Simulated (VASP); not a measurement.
Consider the following.

```xyz
4
Lattice="3.8979 0.0000 0.0000 0.0000 3.9174 0.0000 0.0000 0.0000 3.9174" Properties=species:S:1:pos:R:3 pbc="T T T"
Ti     0.0000     0.0000     0.0000
Pt     0.0000     1.9587     1.9587
Pt     1.9489     0.0000     1.9587
Pt     1.9489     1.9587     0.0000
```

All values below come from PBEsol GGA, VASP's PBE PAW potentials (set 64) (plane waves; VASP). Run with 480 eV cut-off, 8×8×8 Γ-centred mesh, first-order Methfessel-Paxton smearing of 0.10 eV, potentials Ti_sv Pt.

### Question
Give the stress tensor in GPa (positive for a compressed cell).

### Answer

```
-2.08   0.00   0.00
 0.00  -2.75   0.00
 0.00   0.00  -2.75
```
The pressure is its mean diagonal, -2.53 GPa.

The compound is Pt3Ti in the L1_2 structure. This cell was strained or had an atom moved on purpose.
